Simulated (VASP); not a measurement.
These are PBE GGA, VASP's PBE PAW potentials (set 64) (plane waves; VASP 6.6.1) values and carry that method's errors.

VASP input:

File KPOINTS:
```
Automatic
0
G
 10 10 10
0 0 0
```

INCAR:
```
ALGO=Normal
EDIFF=1E-6
ENCUT=520
GGA=PE
ISMEAR=0
LASPH=.TRUE.
LCHARG=.TRUE.
LREAL=.FALSE.
LWAVE=.FALSE.
NELM=100
PREC=Accurate
SIGMA=0.05
SYSTEM=LiF
```

### POSCAR
```
LiF
2.0277430
  0.0000000000   1.0000000569   1.0000000569
  1.0000000569   0.0000000000   1.0000000569
  1.0000000569   1.0000000569   0.0000000000
Li F
1 1
Cart
  0.0000000000   0.0000000000   0.0000000000
  1.0000000569   1.0000000569   1.0000000569
```

POTCAR, in this order: Li_sv F (PBE.64 set). Program: vasp_std.

Output of the run:

### OUTCAR
```
 ion  position               nearest neighbor table
   1  0.000  0.000  0.000-   2 2.03   2 2.03   2 2.03   2 2.03   2 2.03   2 2.03
   2  0.500  0.500  0.500-   1 2.03   1 2.03   1 2.03   1 2.03   1 2.03   1 2.03
  LATTYP: Found a face centered cubic cell.
 ALAT       =     4.0554862306
 Subroutine PRICEL returns:
 Original cell was already a primitive cell.
 Subroutine GETGRP returns: Found 48 space group operations
The static configuration has the point symmetry O_h .
The dynamic configuration has the point symmetry O_h .
 Subroutine INISYM returns: Found 48 space group operations
 Subroutine IBZKPT returns following result:
 Found     47 irreducible k-points:

 Following reciprocal coordinates:
            Coordinates               Weight
  0.000000  0.000000  0.000000      1.000000
  0.100000  0.000000  0.000000      8.000000
  0.200000  0.000000  0.000000      8.000000
  0.300000  0.000000  0.000000      8.000000
  0.400000  0.000000  0.000000      8.000000
  0.500000  0.000000  0.000000      4.000000
  0.100000  0.100000  0.000000      6.000000
  0.200000  0.100000  0.000000     24.000000
  0.300000  0.100000  0.000000     24.000000
  0.400000  0.100000  0.000000     24.000000
  0.500000  0.100000  0.000000     24.000000
 -0.400000  0.100000  0.000000     24.000000
 -0.300000  0.100000  0.000000     24.000000
 -0.200000  0.100000  0.000000     24.000000
 -0.100000  0.100000  0.000000     12.000000
  0.200000  0.200000  0.000000      6.000000
  0.300000  0.200000  0.000000     24.000000
  0.400000  0.200000  0.000000     24.000000
  0.500000  0.200000  0.000000     24.000000
 -0.400000  0.200000  0.000000     24.000000
 -0.300000  0.200000  0.000000     24.000000
 -0.200000  0.200000  0.000000     12.000000
  0.300000  0.300000  0.000000      6.000000
  0.400000  0.300000  0.000000     24.000000
...
```

OSZICAR:
```
       N       E                     dE             d eps       ncg     rms          rms(c)
DAV:   1     0.287822267215E+02    0.28782E+02   -0.56638E+03   903   0.113E+03
DAV:   2    -0.920235493869E+01   -0.37985E+02   -0.37296E+02   897   0.203E+02
DAV:   3    -0.101419115235E+02   -0.93956E+00   -0.93727E+00  1172   0.297E+01
DAV:   4    -0.101518324527E+02   -0.99209E-02   -0.99199E-02  1077   0.295E+00
DAV:   5    -0.101519440946E+02   -0.11164E-03   -0.11164E-03  1207   0.177E-01    0.454E+00
DAV:   6    -0.962932737049E+01    0.52262E+00   -0.28481E+00   858   0.131E+01    0.142E+00
DAV:   7    -0.963347500787E+01   -0.41476E-02   -0.18495E-02  1134   0.154E+00    0.859E-01
DAV:   8    -0.964041655604E+01   -0.69415E-02   -0.16721E-02  1162   0.169E+00    0.101E-01
DAV:   9    -0.964051172171E+01   -0.95166E-04   -0.82372E-04   943   0.315E-01    0.421E-02
DAV:  10    -0.964057871738E+01   -0.66996E-04   -0.15906E-04   951   0.118E-01    0.544E-03
DAV:  11    -0.964058148973E+01   -0.27724E-05   -0.19797E-06  1158   0.186E-02    0.225E-03
DAV:  12    -0.964058137189E+01    0.11784E-06   -0.47935E-07   869   0.831E-03
   1 F= -.96405814E+01 E0= -.96405814E+01  d E =-.729601E-32
```

File OUTCAR:
```
------------------------ aborting loop because EDIFF is reached ----------------------------------------
  FORCE on cell =-STRESS in cart. coord.  units (eV):
  Direction    XX          YY          ZZ          XY          YZ          ZX
  --------------------------------------------------------------------------------------
  Total        0.0181975      0.0181975      0.0181975      0.0000000     -0.0000000     -0.0000000
  in kB        1.7484491      1.7484491      1.7484491      0.0000000     -0.0000000     -0.0000000
  external PRESSURE =       1.7484491 kB  Pullay stress =       0.0000000 kB
  volume of cell :       16.68
      direct lattice vectors                 reciprocal lattice vectors
     0.000000000  2.027743115  2.027743115    -0.246579557  0.246579557  0.246579557
     2.027743115  0.000000000  2.027743115     0.246579557 -0.246579557  0.246579557
     2.027743115  2.027743115  0.000000000     0.246579557  0.246579557 -0.246579557
  FREE ENERGIE OF THE ION-ELECTRON SYSTEM (eV)
  ---------------------------------------------------
  free  energy   TOTEN  =        -9.6405813719 eV

  energy  without entropy=       -9.6405813719  energy(sigma->0) =       -9.64058137
```
(Selected blocks of OUTCAR.)

OUTCAR:
```
 val. band max:       -1.1402729974   @ k =   0.0000   0.0000   0.0000

 cond. band min:       7.7680367138   @ k =   0.0000   0.0000   0.0000


 Fermi energy:        -0.7356890073

 k-point     1 :       0.0000    0.0000    0.0000
  band No.  band energies     occupation
      1     -42.1075      2.00000
      2     -21.0593      2.00000
      3      -1.1403      2.00000
      4      -1.1403      2.00000
      5      -1.1403      2.00000
      6       7.7680      0.00000
      7      22.5570      0.00000
      8      22.5570      0.00000
      9      22.5570      0.00000

 k-point     2 :       0.1000    0.0000    0.0000
  band No.  band energies     occupation
      1     -42.1023      2.00000
      2     -21.0215      2.00000
      3      -1.4219      2.00000
      4      -1.1625      2.00000
      5      -1.1625      2.00000
      6       8.0620      0.00000
      7      19.9456      0.00000
      8      21.3421      0.00000
      9      21.3421      0.00000

 k-point     3 :       0.2000    0.0000    0.0000
  band No.  band energies     occupation
      1     -42.0890      2.00000
      2     -20.9210      2.00000
      3      -2.0957      2.00000
      4      -1.2196      2.00000
      5      -1.2196      2.00000
      6       8.7178      0.00000
      7      17.4961      0.00000
      8      19.8749      0.00000
      9      19.8749      0.00000

 k-point     4 :       0.3000    0.0000    0.0000
  band No.  band energies     occupation
      1     -42.0724      2.00000
      2     -20.7916      2.00000
      3      -2.8400      2.00000
      4      -1.2878      2.00000
      5      -1.2878      2.00000
      6       9.2900      0.00000
      7      16.0056      0.00000
      8      18.6518      0.00000
      9      18.6518      0.00000

 k-point     5 :       0.4000    0.0000    0.0000
  band No.  band energies     occupation
      1     -42.0589      2.00000
      2     -20.6822      2.00000
      3      -3.3934      2.00000
...
```

The compound is LiF in the rock salt structure. It was relaxed first.
